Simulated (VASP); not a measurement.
All values below come from LDA (Ceperley-Alder, Perdew-Zunger), VASP's LDA PAW potentials (set 64) (plane waves; VASP).

VASP input:

POSCAR:
```
W
1
   -1.5711696800     1.5711696800     1.5711696800
    1.5711696800    -1.5711696800     1.5711696800
    1.5711696800     1.5711696800    -1.5711696800
W
1
Direct
  0.0000000000   1.0000000000   0.0000000000
```

### INCAR
```
SYSTEM = W
PREC = Accurate
ENCUT = 520
EDIFF = 1E-7
NELM = 100
ALGO = Normal
LREAL = .FALSE.
LASPH = .TRUE.
ISMEAR = -5
LMAXMIX = 6
LWAVE = .FALSE.
LCHARG = .TRUE.
LORBIT = 11
NEDOS = 601
ISIF = 2
```

**KPOINTS**
```
Automatic mesh
0
Gamma
18 18 18
0 0 0
```

POTCAR, in this order: W_sv (LDA.64 set). Program: vasp_std.

Output

**OUTCAR**
```
 ion  position               nearest neighbor table
   1  0.000  0.000  0.000-
  LATTYP: Found a body centered cubic cell.
 ALAT       =     3.1423393600
 Subroutine PRICEL returns:
 Original cell was already a primitive cell.
 Subroutine GETGRP returns: Found 48 space group operations
The static configuration has the point symmetry O_h .
The dynamic configuration has the point symmetry O_h .
 Subroutine INISYM returns: Found 48 space group operations
 Subroutine IBZKPT returns following result:
 Found    195 irreducible k-points:

 Following reciprocal coordinates:
            Coordinates               Weight
  0.000000  0.000000  0.000000      1.000000
  0.055556  0.000000  0.000000     12.000000
  0.111111  0.000000  0.000000     12.000000
  0.166667  0.000000  0.000000     12.000000
  0.222222  0.000000  0.000000     12.000000
  0.277778  0.000000  0.000000     12.000000
  0.333333  0.000000  0.000000     12.000000
  0.388889  0.000000  0.000000     12.000000
  0.444444  0.000000  0.000000     12.000000
  0.500000  0.000000  0.000000      6.000000
  0.055556  0.055556  0.000000     24.000000
  0.111111  0.055556  0.000000     48.000000
  0.166667  0.055556  0.000000     48.000000
  0.222222  0.055556  0.000000     48.000000
  0.277778  0.055556  0.000000     48.000000
  0.333333  0.055556  0.000000     48.000000
  0.388889  0.055556  0.000000     48.000000
  0.444444  0.055556  0.000000     48.000000
  0.111111  0.111111  0.000000     24.000000
  0.166667  0.111111  0.000000     48.000000
  0.222222  0.111111  0.000000     48.000000
  0.277778  0.111111  0.000000     48.000000
  0.333333  0.111111 -0.000000     48.000000
  0.388889  0.111111 -0.000000     48.000000
  0.444444  0.111111  0.000000     24.000000
  0.166667  0.166667  0.000000     24.000000
  0.222222  0.166667 -0.000000     48.000000
  0.277778  0.166667  0.000000     48.000000
  0.333333  0.166667  0.000000     48.000000
  0.388889  0.166667  0.000000     48.000000
  0.222222  0.222222  0.000000     24.000000
  0.277778  0.222222 -0.000000     48.000000
  0.333333  0.222222  0.000000     48.000000
  0.388889  0.222222  0.000000     24.000000
  0.277778  0.277778  0.000000     24.000000
  0.333333  0.277778  0.000000     48.000000
  0.333333  0.333333  0.000000      8.000000
  0.055556  0.055556  0.055556      8.000000
  0.111111  0.055556  0.055556     24.000000
  0.166667  0.055556  0.055556     24.000000
   k-points           NKPTS =    195   k-points in BZ     NKDIM =    195   number of bands    NBANDS=     11
   number of dos      NEDOS =    601   number of ions     NIONS =      1
   total plane-waves  NPLWV =   8000
   dimension x,y,z NGX =    20 NGY =   20 NGZ =   20
   dimension x,y,z NGXF=    40 NGYF=   40 NGZF=   40
   ions per type =               1
   PREC   = accura    normal or accurate (medium, high low for compatibility)
   ISTART =      0    job   : 0-new  1-cont  2-samecut
   ICHARG =      2    charge: 1-file 2-atom 10-const
   ISPIN  =      1    spin polarized calculation?
   LNONCOLLINEAR =      F non collinear calculations
   LSORBIT =      F    spin-orbit coupling
   INIWAV =      1    electr: 0-lowe 1-rand  2-diag
   ENCUT  =  520.0 eV  38.22 Ry    6.18 a.u.   5.06  5.06  5.06*2*pi/ulx,y,z
   NELM   =    100;   NELMIN=  2; NELMDL= -5     # of ELM steps
   EDIFF  = 0.1E-06   stopping-criterion for ELM
   LREAL  =      F    real-space projection
   NLSPLINE    = F    spline interpolate recip. space projectors
   LMAXMIX     =    6 max onsite mixed and CHGCAR
   VOSKOWN=      0    Vosko Wilk Nusair interpolation
...
```

### OSZICAR
```
       N       E                     dE             d eps       ncg     rms          rms(c)
DAV:   1     0.761698951330E+02    0.76170E+02   -0.78886E+03  4314   0.145E+03
DAV:   2    -0.131609534895E+02   -0.89331E+02   -0.86367E+02  4587   0.336E+02
DAV:   3    -0.147640720689E+02   -0.16031E+01   -0.15872E+01  4942   0.441E+01
DAV:   4    -0.147728010423E+02   -0.87290E-02   -0.87187E-02  4590   0.346E+00
DAV:   5    -0.147728648182E+02   -0.63776E-04   -0.63768E-04  4884   0.308E-01    0.220E+01
DAV:   6    -0.142482764630E+02    0.52459E+00   -0.58031E-01  4593   0.984E+00    0.878E+00
DAV:   7    -0.141104071998E+02    0.13787E+00   -0.28923E-01  4755   0.644E+00    0.524E-01
DAV:   8    -0.141048102375E+02    0.55970E-02   -0.41820E-03  4383   0.101E+00    0.715E-02
DAV:   9    -0.141048104531E+02   -0.21565E-06   -0.76633E-05  5054   0.108E-01    0.498E-02
DAV:  10    -0.141048203045E+02   -0.98513E-05   -0.80780E-06  4632   0.402E-02    0.955E-03
DAV:  11    -0.141048217813E+02   -0.14769E-05   -0.16985E-07  4038   0.478E-03    0.508E-04
DAV:  12    -0.141048216227E+02    0.15858E-06   -0.50295E-09  2340   0.895E-04    0.204E-04
DAV:  13    -0.141048216342E+02   -0.11446E-07   -0.76972E-10  2235   0.370E-04
   1 F= -.14104822E+02 E0= -.14104822E+02  d E =0.000000E+00
```

OUTCAR:
```
------------------------ aborting loop because EDIFF is reached ----------------------------------------
  FORCE on cell =-STRESS in cart. coord.  units (eV):
  Direction    XX          YY          ZZ          XY          YZ          ZX
  --------------------------------------------------------------------------------------
  Total       -0.0036135     -0.0036135     -0.0036135      0.0000000      0.0000000      0.0000000
  in kB       -0.3731709     -0.3731709     -0.3731709      0.0000000      0.0000000      0.0000000
  external PRESSURE =      -0.3731709 kB  Pullay stress =       0.0000000 kB
  volume of cell :       15.51
      direct lattice vectors                 reciprocal lattice vectors
    -1.571169680  1.571169680  1.571169680     0.000000000  0.318234247  0.318234247
     1.571169680 -1.571169680  1.571169680     0.318234247  0.000000000  0.318234247
     1.571169680  1.571169680 -1.571169680     0.318234247  0.318234247  0.000000000
 POSITION                                       TOTAL-FORCE (eV/Angst)
 -----------------------------------------------------------------------------------
      0.00000      0.00000      0.00000         0.000000     -0.000000      0.000000
 -----------------------------------------------------------------------------------
    total drift:                                0.000000     -0.000000      0.000000
  FREE ENERGIE OF THE ION-ELECTRON SYSTEM (eV)
  ---------------------------------------------------
  free  energy   TOTEN  =       -14.1048216342 eV

  energy  without entropy=      -14.1048216342  energy(sigma->0) =      -14.10482163

 total charge

# of ion       s       p       d       tot
------------------------------------------
    1        2.411   6.350   3.415  12.176
```
(Selected blocks of OUTCAR.)

For a metal the tetrahedron method with Blöchl corrections gives inexact stress and forces.

The compound is W in the bcc structure. It was relaxed first.
